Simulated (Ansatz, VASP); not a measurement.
## VH in two plane-wave programs

Wanted: the spread between two codes on one cell, functional and k mesh. The cell is taken from a series of runs on this material, whose earlier steps may have relaxed, scaled, displaced or heated it; both programs get it as it stands. Other levels of theory on this material are compared in a session of their own.

Program: Ansatz 0.2.0. Level of theory: plane waves, with VASP 6.6.1 beside it; zone-centre phonons at LDA. Results are calculated unless marked as measured.

## Step 1: The starting structure

It takes space group Fm-3m (No. 225, cubic). Conventional cell: a = 3.869 Å, b = 3.869 Å, c = 3.869 Å, α = 90.00°, β = 90.00°, γ = 90.00°. Nearest to V lie 6 H at 1.93 Å. Nearest to H lie 6 V at 1.93 Å. Farther neighbours are not listed.

Coordinates:

```xyz
2
Lattice="0.0000 1.9343 1.9343 1.9343 0.0000 1.9343 1.9343 1.9343 0.0000" Properties=species:S:1:pos:R:3 pbc="T T T"
V     0.0000    0.0000    0.0000
H     1.9343    1.9343    1.9343
```

## Step 2: VASP: zone-centre phonons, LDA

Second derivatives magnify differences that forces hide, and they need a tight electronic threshold.

Lines of VASP's logs that name or quote its potential files are left out, and so is its time.

Contents of INCAR:

```
SYSTEM = VH
PREC = Accurate
ENCUT = 500
EDIFF = 1E-08
NELM = 120
ISMEAR = 1
SIGMA = 0.15
LREAL = .FALSE.
ALGO = Normal
GGA = CA
NBANDS = 13
LASPH = .TRUE.
LORBIT = 11
LWAVE = .FALSE.
LCHARG = .FALSE.
ISIF = 2
IBRION = 8
GGA_COMPAT = .FALSE.
KPAR = 2
```

Contents of POSCAR:

```
VH
1.0
    0.0000000000      1.9342684163      1.9342684163
    1.9342684163      0.0000000000      1.9342684163
    1.9342684163      1.9342684163      0.0000000000
V H
1 1
Direct
    0.0000000000      0.0000000000      0.0000000000
    0.5000000000      0.5000000000      0.5000000000
```

Contents of KPOINTS:

```
Automatic mesh
0
Gamma
16 16 16
0 0 0
```

PAW data sets: V_sv and H (LDA family, release 64).

Started as:

```console
$ mpirun -np 2 vasp_std
```

Log:

```text
[banner, memory and clock lines left out]
running    2 mpi-ranks, on    1 nodes
 distrk:  each k-point on    1 cores,    2 groups
 distr:  one band on    1 cores,    1 groups

 POSCAR found type information on POSCAR V H
 POSCAR found :  2 types and       2 ions
 LDA part: xc-table for (Slater(with rela. corr.)+CA(PZ))
 , standard interpolation
 POSCAR, INCAR and KPOINTS ok, starting setup
 FFT: planning ... GRIDC
 FFT: planning ... GRID_SOFT
 FFT: planning ... GRID
 WAVECAR not read
 entering main loop
       N       E                     dE             d eps       ncg     rms          rms(c)
DAV:   1     0.940911136190E+02    0.94091E+02   -0.75454E+03  3770   0.119E+03
DAV:   2    -0.142533297552E+02   -0.10834E+03   -0.10463E+03  3905   0.328E+02
DAV:   3    -0.158773212162E+02   -0.16240E+01   -0.16205E+01  4125   0.459E+01
DAV:   4    -0.158842021219E+02   -0.68809E-02   -0.68808E-02  4235   0.323E+00
DAV:   5    -0.158842736257E+02   -0.71504E-04   -0.71503E-04  4135   0.312E-01    0.234E+01
DAV:   6    -0.139766249914E+02    0.19076E+01   -0.38871E+00  3810   0.336E+01    0.266E+00
DAV:   7    -0.139381205872E+02    0.38504E-01   -0.14070E-01  3830   0.466E+00    0.220E+00
DAV:   8    -0.139230933861E+02    0.15027E-01   -0.10152E-02  4080   0.140E+00    0.433E-01
DAV:   9    -0.139230524164E+02    0.40970E-04   -0.12083E-03  3855   0.516E-01    0.162E-01
DAV:  10    -0.139230145481E+02    0.37868E-04   -0.10515E-04  4190   0.146E-01    0.292E-02
DAV:  11    -0.139230147324E+02   -0.18431E-06   -0.15851E-06  3975   0.140E-02    0.548E-03
DAV:  12    -0.139230143211E+02    0.41126E-06   -0.73543E-07  4045   0.145E-02    0.889E-04
DAV:  13    -0.139230143208E+02    0.27831E-09   -0.11174E-08  3545   0.128E-03
   1 F= -.13923014E+02 E0= -.13922526E+02  d E =-.146507E-02
 Linear response reoptimize wavefunctions to high precision
DAV:   1    -0.139230143235E+02   -0.26766E-08   -0.62845E-10  2435   0.324E-04
DAV:   2    -0.139230143235E+02    0.19099E-10   -0.49517E-11  1945   0.945E-05
 Linear response DOF=           2
 Linear response progress:
  Degree of freedom:   1/  2
       N       E                     dE             d eps       ncg     rms          rms(c)
RMM:   1    -0.103181415499E+01   -0.10318E+01   -0.18531E+01  9238   0.959E+01
RMM:   2    -0.917422240085E+00    0.11439E+00   -0.23098E-01 13367   0.555E+00    0.192E-01
RMM:   3    -0.919830609966E+00   -0.24084E-02   -0.22593E-02 15018   0.139E+00    0.956E-02
RMM:   4    -0.917998639755E+00    0.18320E-02   -0.84710E-04 15924   0.309E-01    0.286E-02
RMM:   5    -0.917473928928E+00    0.52471E-03   -0.60858E-05 16466   0.754E-02    0.666E-03
RMM:   6    -0.917406351278E+00    0.67578E-04   -0.80209E-06 15831   0.271E-02    0.161E-03
RMM:   7    -0.917422776469E+00   -0.16425E-04   -0.12373E-06 17127   0.837E-03    0.132E-03
RMM:   8    -0.917487692850E+00   -0.64916E-04   -0.33876E-07 15018   0.307E-03    0.762E-04
RMM:   9    -0.917463687102E+00    0.24006E-04   -0.26587E-07 14885   0.124E-03    0.620E-05
RMM:  10    -0.917462915058E+00    0.77204E-06   -0.13140E-07 17881   0.345E-04    0.393E-05
RMM:  11    -0.917461371938E+00    0.15431E-05   -0.12116E-07 16748   0.122E-04    0.109E-05
RMM:  12    -0.917461624398E+00   -0.25246E-06   -0.60838E-08 16389   0.459E-05    0.288E-06
RMM:  13    -0.917461666116E+00   -0.41718E-07   -0.44267E-08 16786   0.208E-05    0.161E-06
RMM:  14    -0.917461733214E+00   -0.67098E-07   -0.29319E-08 14944   0.125E-05    0.106E-06
RMM:  15    -0.917461700021E+00    0.33193E-07   -0.18107E-08 11902   0.695E-06    0.977E-08
 first order change of Fermi-energy   0.40117E-03
 force on displaced ion       1 direction 1 :  -4.158   0.000   0.000
 Linear response progress:
  Degree of freedom:   2/  2
       N       E                     dE             d eps       ncg     rms          rms(c)
RMM:   1    -0.148750782485E-01   -0.14875E-01    0.22575E-02 18088   0.915E-01
RMM:   2    -0.150172842343E-01   -0.14221E-03   -0.52803E-04 13524   0.179E-01    0.921E-02
RMM:   3    -0.152725418133E-01   -0.25526E-03   -0.74429E-05 13399   0.563E-02    0.520E-02
RMM:   4    -0.158400558914E-01   -0.56751E-03   -0.72015E-05 13077   0.563E-02    0.352E-03
RMM:   5    -0.158684195322E-01   -0.28364E-04   -0.18107E-06 15066   0.139E-02    0.111E-03
RMM:   6    -0.158633923708E-01    0.50272E-05   -0.67519E-08 13789   0.246E-03    0.311E-04
RMM:   7    -0.158669344354E-01   -0.35421E-05   -0.65877E-09 13909   0.753E-04    0.227E-05
RMM:   8    -0.158669636605E-01   -0.29225E-07   -0.59276E-10 15030   0.234E-04    0.127E-05
RMM:   9    -0.158669269394E-01    0.36721E-07   -0.63709E-11 14636   0.570E-05    0.651E-06
RMM:  10    -0.158669227975E-01    0.41419E-08   -0.92061E-12 14740   0.202E-05    0.359E-07
 first order change of Fermi-energy  -0.15908E-03
 force on displaced ion       2 direction 1 :  -4.180   0.000   0.000
 Linear response finished
```

OUTCAR, selected parts (step 2):

```text
ion  position               nearest neighbor table
   1  0.000  0.000  0.000-
   2  0.500  0.500  0.500-

  LATTYP: Found a face centered cubic cell.
 ALAT       =     3.8685368326

 Subroutine GETGRP returns: Found 48 space group operations
 (whereof 48 operations were pure point group operations)

The static configuration has the point symmetry O_h .

 Found    145 irreducible k-points:

   k-points           NKPTS =    145   k-points in BZ     NKDIM =    145   number of bands    NBANDS=     13

   dimension x,y,z NGX =    20 NGY =   20 NGZ =   20
   dimension x,y,z NGXF=    40 NGYF=   40 NGZF=   40

   ENCUT  =  500.0 eV  36.75 Ry    6.06 a.u.   4.99  4.99  4.99*2*pi/ulx,y,z

   NELECT =      14.0000    total number of electrons

 k-points in reciprocal lattice and weights: Automatic mesh
   0.00000000  0.00000000  0.00000000       0.000
   0.06250000  0.00000000  0.00000000       0.002
   0.12500000  0.00000000  0.00000000       0.002
   0.18750000  0.00000000  0.00000000       0.002
   0.25000000  0.00000000  0.00000000       0.002
   0.31250000  0.00000000  0.00000000       0.002
   0.37500000  0.00000000  0.00000000       0.002
   0.43750000  0.00000000  0.00000000       0.002
   0.50000000  0.00000000  0.00000000       0.001
[...]
-0.31250000  0.50000000  0.18750000       0.003
  -0.25000000  0.50000000  0.25000000       0.001

 average (electrostatic) potential at core
       1 -70.1527       2 -27.3308

  Total        0.0276199      0.0276199      0.0276199      0.0000000     -0.0000000     -0.0000000
  in kB        3.0573986      3.0573986      3.0573986      0.0000000     -0.0000000     -0.0000000
  external PRESSURE =       3.0573986 kB  Pullay stress =       0.0000000 kB

  energy-cutoff  :      500.00
  volume of cell :       14.47
      direct lattice vectors                 reciprocal lattice vectors
     0.000000000  1.934268416  1.934268416    -0.258495665  0.258495665  0.258495665
     1.934268416  0.000000000  1.934268416     0.258495665 -0.258495665  0.258495665
     1.934268416  1.934268416  0.000000000     0.258495665  0.258495665 -0.258495665

 POSITION                                       TOTAL-FORCE (eV/Angst)
 -----------------------------------------------------------------------------------
      0.00000      0.00000      0.00000         0.000000      0.000000     -0.000000
      1.93427      1.93427      1.93427        -0.000000     -0.000000      0.000000
 -----------------------------------------------------------------------------------
    total drift:                                0.000000     -0.000000     -0.000000

 Eigenvectors and eigenvalues of the dynamical matrix
 ----------------------------------------------------

   1 f  =   32.273674 THz   202.781474 2PiTHz 1076.533886 cm-1   133.473131 meV
             X         Y         Z           dx          dy          dz
      0.000000  0.000000  0.000000     0.000000    0.138390    0.000000
      1.934268  1.934268  1.934268     0.000000   -0.990378    0.000000

   2 f  =   32.273674 THz   202.781474 2PiTHz 1076.533886 cm-1   133.473131 meV
             X         Y         Z           dx          dy          dz
      0.000000  0.000000  0.000000    -0.138390    0.000000    0.000000
      1.934268  1.934268  1.934268     0.990378    0.000000    0.000000

   3 f  =   32.273674 THz   202.781474 2PiTHz 1076.533886 cm-1   133.473131 meV
             X         Y         Z           dx          dy          dz
      0.000000  0.000000  0.000000     0.000000    0.000000   -0.138390
      1.934268  1.934268  1.934268     0.000000    0.000000    0.990378

   4 f/i=    0.011863 THz     0.074535 2PiTHz    0.395692 cm-1     0.049060 meV
             X         Y         Z           dx          dy          dz
      0.000000  0.000000  0.000000     0.000000   -0.990378    0.000000
      1.934268  1.934268  1.934268     0.000000   -0.138390    0.000000

   5 f/i=    0.011863 THz     0.074535 2PiTHz    0.395692 cm-1     0.049060 meV
             X         Y         Z           dx          dy          dz
      0.000000  0.000000  0.000000     0.990378    0.000000    0.000000
      1.934268  1.934268  1.934268     0.138390    0.000000    0.000000

   6 f/i=    0.011863 THz     0.074535 2PiTHz    0.395692 cm-1     0.049060 meV
             X         Y         Z           dx          dy          dz
      0.000000  0.000000  0.000000     0.000000    0.000000    0.990378
      1.934268  1.934268  1.934268     0.000000    0.000000    0.138390

 ELASTIC MODULI CONTR FROM IONIC RELAXATION (kBar)
 Direction    XX          YY          ZZ          XY          YZ          ZX
 --------------------------------------------------------------------------------
 XX           0.0000      0.0000      0.0000      0.0000      0.0000      0.0000
 YY           0.0000      0.0000      0.0000      0.0000      0.0000      0.0000
 ZZ           0.0000      0.0000      0.0000      0.0000      0.0000      0.0000
 XY           0.0000      0.0000      0.0000      0.0000      0.0000      0.0000
 YZ           0.0000      0.0000      0.0000      0.0000      0.0000      0.0000
 ZX           0.0000      0.0000      0.0000      0.0000      0.0000      0.0000
 --------------------------------------------------------------------------------
```

## Step 3: Ansatz: zone-centre phonons, LDA

Ansatz runs on norm-conserving files, of PseudoDojo where its log says so.

The same cell, functional (in two slightly different forms), mesh and smearing now go to Ansatz, which takes its cutoff from its data sets.

Contents of input.yaml:

```yaml
crystal:
  lattice:
    - [0.0, 1.9342684163, 1.9342684163]
    - [1.9342684163, 0.0, 1.9342684163]
    - [1.9342684163, 1.9342684163, 0.0]
  atoms:
    - { symbol: V, position: [0.0, 0.0, 0.0] }
    - { symbol: H, position: [0.5, 0.5, 0.5] }
kpoints:
  mp_grid: { grid: [16, 16, 16] }
hamiltonian:
  xc: lda
  pseudopotentials: { kind: nc }
scf:
  occupations: { method: methfessel_paxton, width: 0.15 }
output:
  eigenvalues: true
phonons:
  method: dfpt
```

Started as:

```console
$ ansatz run input.yaml --threads 4 --pin off --max-ram 7168MiB --backend cpu --events-out ev --progress --plain --runs-dir out
```

Log:

```text
Engine: ansatz 0.2.0, aarch64-unknown-linux-gnu
Pseudopotentials: kind: nc
Pseudopotential: V, nc, valence charge 13, recommended cutoff 1142.878222 eV (normal), V.nc.azcp (PseudoDojo's, or run here from an input of PseudoDojo's: the run reads no file of this project's for it)
Pseudopotential: H, nc, valence charge 1, recommended cutoff 1006.821291 eV (normal), H.nc.azcp (PseudoDojo's, or run here from an input of PseudoDojo's: the run reads no file of this project's for it)
Functional definition: SPW92
  exchange = slater_x
  correlation = pw_c
Crystal: 2 atoms, lattice volume = 14.474 Å³
Basis set: ecut = 1142.878222 eV, 1243 PW (Γ), exchange–correlation on 64×64×64 points (8 copies of the dense FFT grid, shifted against one another)
Bands: 11, of which v1, the nominal top of the filled ones, is band 7 counted from 1 (6 counted from 0)
Symmetry: 48 space group operations
k-points: 349 of 4096 (irreducible under 8 space group operations, time reversal used)
Non-local potential: V, projectors of the file, l = 0: 2, l = 1: 2, l = 2: 2
Non-local potential: H, projectors of the file, l = 0: 2, l = 1: 1
Initial density: superposition of atomic densities (chi_scale 0.1, normalization cell, long waves kept (reshape's long-wave potential 0.00 eV rms))
Initial wavefunctions: pseudopotential atomic-orbital guess
Functional: x = slater, c = lda
SCF iter   1: F=—  HF=-2023.726421 eV  |F-HF|=—  |Δ(HF+E_count)|=         —  Δρ=1.15e-1  dr2=1.45e0  ethr=3.10e-3  ⟨swp⟩=5.9  Hψ=23417  notcnv=0
preconditioner: auto → none  [metal: Δε(μ)=0.033 eV  Ē_g=7.581 eV  σ=0.150 eV  W_gap=0.18  n_scr=0 (ndim 8)  ℏωp=23.9 eV  f_vac=0.000  D(μ)=1.11/eV (n_scr^D=14)]
SCF iter   2: F=—  HF=-2023.338625 eV  |F-HF|=—  |Δ(HF+E_count)|=   3.88e-1  S|Δr|=    0.00e0  Δρ=5.67e-2  dr2=2.25e-1  ethr=3.10e-3  ⟨swp⟩=3.4  Hψ=12421  notcnv=0  defer=4
SCF iter   3: F=—  HF=-2023.272099 eV  |F-HF|=—  |Δ(HF+E_count)|=   6.65e-2  S|Δr|=    0.00e0  Δρ=2.11e-2  dr2=1.09e-2  ethr=1.61e-3  ⟨swp⟩=3.1  Hψ=8907  notcnv=0  defer=16
SCF iter   4: F=—  HF=-2023.270000 eV  |F-HF|=—  |Δ(HF+E_count)|=   2.10e-3  S|Δr|=    0.00e0  Δρ=2.23e-3  dr2=1.63e-4  ethr=7.77e-5  ⟨swp⟩=2.4  Hψ=5942  notcnv=0  defer=16
SCF iter   5: F=—  HF=-2023.269962 eV  |F-HF|=—  |Δ(HF+E_count)|=   3.83e-5  S|Δr|=    0.00e0  Δρ=2.22e-4  dr2=6.28e-6  ethr=1.17e-6  ⟨swp⟩=3.1  Hψ=6729  notcnv=0  defer=16
SCF iter   6: F=—  HF=-2023.269960 eV  |F-HF|=—  |Δ(HF+E_count)|=   1.86e-6  S|Δr|=    0.00e0  Δρ=2.56e-5  dr2=4.85e-8  ethr=4.49e-8  ⟨swp⟩=2.9  Hψ=5997  notcnv=0  defer=16
SCF iter   7: F=—  HF=-2023.269960 eV  |F-HF|=—  |Δ(HF+E_count)|=   1.47e-8  S|Δr|=    0.00e0  Δρ=4.87e-6  dr2=1.59e-9  ethr=3.46e-10  ⟨swp⟩=2.9  Hψ=6723  notcnv=0  defer=16
SCF iter   8: F=—  HF=-2023.269960 eV  |F-HF|=—  |Δ(HF+E_count)|=  5.79e-10  S|Δr|=    0.00e0  Δρ=6.90e-7  dr2=4.80e-11  ethr=1.13e-11  ⟨swp⟩=2.7  Hψ=5779  notcnv=0  defer=16
SCF iter   9: F=-2023.269960 eV  HF=-2023.269960 eV  |F-HF|=2.27e-13  |Δ(HF+E_count)|=  1.55e-11  S|Δr|=    0.00e0  Δρ=3.92e-8  dr2=1.62e-13  ethr=1.00e-12  ⟨swp⟩=9.7  Hψ=23189  notcnv=0
SCF 1 converged in 9 iterations: F = -2023.269960 eV  dr2 = 1.62e-13
  Residual-converged pass: ⟨swp⟩=1.0  Hψ=5243  notcnv=0  max |occ|·‖R‖ = 7.1e-9 eV (tolerance 1.0e-8 eV)  dr2=1.62e-13  max |Δocc| = 1.2e-11
DFPT response loops at Γ: preconditioner auto → Kerker (q_TF=auto, 2.713 Å⁻¹) (partly filled bands, converged f_vac=0.000); β = 1.00, the filter's whole step (`scf.mixing.beta` (0.50) is not read by the response loops under this deck's `scf.mixing.preconditioner`; to damp them name `kerker` or `kerker_dos`, under which they read `scf.mixing.beta`, and type it under 1.00, their step now; both keys bind the ground state too); Broyden in place of MSR1
SCF converged after 9 iterations
Stability not checked: this state was not tested for a lower state beside it, because cold or Methfessel-Paxton smearing, or corrected tetrahedra, fill the levels in a way that the test cannot read (fill_not_monotonic; see scf.lower_state_search)
Free energy (F): -2023.269960 eV
Harris-Foulkes:  -2023.269960 eV  (|F-HF|=2.27e-13)
Internal energy: -2023.268528 eV  (E = F + TS)
E sigma→0 (E₀):  -2023.269602 eV
Entropy (-TS):   -0.001433 eV (-0.716 meV/atom)
Fermi energy:    16.813608 eV
--- Per-component energies (eV) ---
  E_band       = -136.829998
  E_kinetic    = 847.052509
  E_local      = -1444.889905  (includes V_loc(G=0)·N_el)
  E_nonlocal   = 6.130847
  E_hartree    = 391.457966
  E_xc         = -319.679989
  E_vxc        = -328.039394  (∫ρ·V_xc dr)
  E_ewald      = -1503.339956
  E_smearing   = -0.001433  (= −TS)
  E_closure    = -0.000000  (closes the sum)
  Σ components = -2023.269960   (vs F -2023.269960, Δ=0.00e0)
--- Band table (eV; the first three rows and the last of 349) ---
  k-point 0: bands = [... 3 lower, -20.4102, 6.1383, 16.7240, 16.7240, 16.7240, 18.2801, 18.2801, 30.1726]
  k-point 1: bands = [... 3 lower, -20.4139, 6.2680, 16.6375, 16.7732, 16.7732, 18.2384, 18.2384, 29.5102]
  k-point 2: bands = [... 3 lower, -20.4245, 6.6481, 16.3880, 16.8864, 16.8864, 18.1563, 18.1563, 28.1611]
  k-point 348: bands = [... 3 lower, -20.7050, 9.9225, 15.3549, 15.3549, 17.6748, 19.9887, 23.1721, 24.7599]
--- Phonons (Γ-DFPT): 2 representative perturbations + reference, on 349 of 4096 k-points (Σ response iterations 8) ---
  k mesh reduced under 8 symmetry operations, with k and −k counted as one. Each operation leaves every solved perturbation unchanged. A smaller set is not used because it would not reduce the number of displacements times k-points to solve
  ASR residual: 6.812e-5 → 0.000e0 eV/Å²; symmetrization residual: 2.559e-7 eV/Å²
  ASR residual per site (eV/Å²): 6.81e-5 1.27e-5
  Γ frequencies (cm⁻¹): 0.00 0.00 0.00 1067.73 1067.73 1067.73
  non-analytic LO–TO correction: not included (Born effective charges unavailable; polar crystals: no LO–TO splitting at Γ)
```

## Step 4: Side by side

Known differences besides the potentials themselves: the two LDA forms differ slightly; the cutoff is 1142.88 eV in Ansatz and 500 eV in VASP; VASP's log shows a relativistic correction to its local exchange, Ansatz's none. Total energies have different zeros and are not compared.

Both answers:

```
                  quantity  Ansatz    VASP  difference
optical mode 1 to 3 (cm⁻¹)  1067.7  1076.5     -0.82 %
```

Modes are paired by rising frequency, not by their patterns, so a pair may set unlike modes beside each other; they are those without the splitting of longitudinal modes.

## Step 5: Summary of results

| Property | Result |
| --- | --- |
| r.m.s. difference of the optical zone-centre modes, each program's sorted by frequency (zone-centre phonons, LDA) | 8.8 cm⁻¹ |
| difference in optical mode 1 to 3 (zone-centre phonons, LDA) | -0.8 % |

In words: The r.m.s. difference of the optical zone-centre modes, each program's sorted by frequency is 8.8 cm⁻¹ (zone-centre phonons, LDA). Among the rows given in per cent, the largest difference of the zone-centre phonons, LDA pair is in optical mode 1 to 3, -0.8 %. 3 further runs of this series are not shown here. Such differences can come from data sets, numerical settings and the points named under the comparisons, not from the functional's error against experiment.

[Lines on the potential files, build, host, timing and source positions are cut from VASP's logs without a mark.]

[Logs are printed without paths, hosts, clocks, repeated set-up lines and the standing remarks that a program may print on its own settings, such as how far it seeks lower states.]

[Hosts, paths, dates, database ids (printed as entryN), source tags and the programs' standing remarks are cut or masked in the printed files.]
